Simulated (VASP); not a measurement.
Given:

```xyz
2
Lattice="1.5034 0.8680 4.8777 -1.5034 0.8680 4.8777 0.0000 -1.7359 4.8777" Properties=species:S:1:pos:R:3 pbc="T T T"
Mg     0.0000     0.0000     7.3165
Al     1.5034     0.8680     4.8777
```

Computed with PBEsol GGA, VASP's PBE PAW potentials (set 64) (plane waves; VASP). Settings: 400 eV cut-off, Gaussian smearing of 0.050 eV, potentials Mg Al.

Question: What does the run give for the band gap (along the path) with the smallest direct gap where there is one?

Answer: 
| Property | Value |
|---|---|
| band gap (along the path) | none (metal, semimetal or under 0.01 eV) |

Only differences to runs with the same potentials and settings are physical.

The structure comes from a computed database's MgAl entry (R-3m); how it stands against other phases isn't given here. It was relaxed first. The electron count is odd and the run is not spin-polarised, which forces a metal.
